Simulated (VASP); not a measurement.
Data:

```yaml
crystal:
  lattice:
    - [0.00000, 3.09737, 3.09737]
    - [3.09737, 0.00000, 3.09737]
    - [12.58705, 12.58705, -0.19758]
  atoms:
    - { symbol: Mg, position: [0.01890, 0.01890, 0.98583] }
    - { symbol: Mg, position: [0.00264, 0.00264, 0.24802] }
    - { symbol: Mg, position: [0.98653, 0.98653, 0.51010] }
    - { symbol: Te, position: [0.25458, 0.25458, 0.05906] }
    - { symbol: Te, position: [0.23870, 0.23870, 0.32097] }
    - { symbol: Te, position: [0.22314, 0.22314, 0.58264] }
    - { symbol: Te, position: [0.27303, 0.27303, 0.79523] }
    - { symbol: Be, position: [0.00247, 0.00247, 0.74815] }
```

Computed with PBEsol GGA, VASP's PBE PAW potentials (set 64) (plane waves; VASP 6.6.1). Run with 400 eV cut-off, 7×7×2 Γ-centred mesh, tetrahedra with Blöchl corrections, potentials Mg Te Be.

The cores are frozen, which limits the accuracy of field gradients.

### Question
Give the principal components of the electric field gradient (V/Å²) and the asymmetry η at each nucleus.

### Answer

```csv
atom,Vxx,Vyy,Vzz,η
Mg1,1.0,1.0,-2.1,0.00
Mg2,0.4,0.4,-0.8,0.00
Mg3,0.1,0.1,-0.1,-
Te4,-33.4,-33.4,66.8,0.00
Te5,-32.4,-32.4,64.8,0.00
Te6,-52.3,-52.3,104.5,0.00
Te7,84.0,84.0,-168.1,0.00
Be8,0.7,0.7,-1.4,0.00
```

The structure was generated: BeMg3Te4 was put into an ordered model structure (R3m), which need not be its known phase. It was relaxed first.
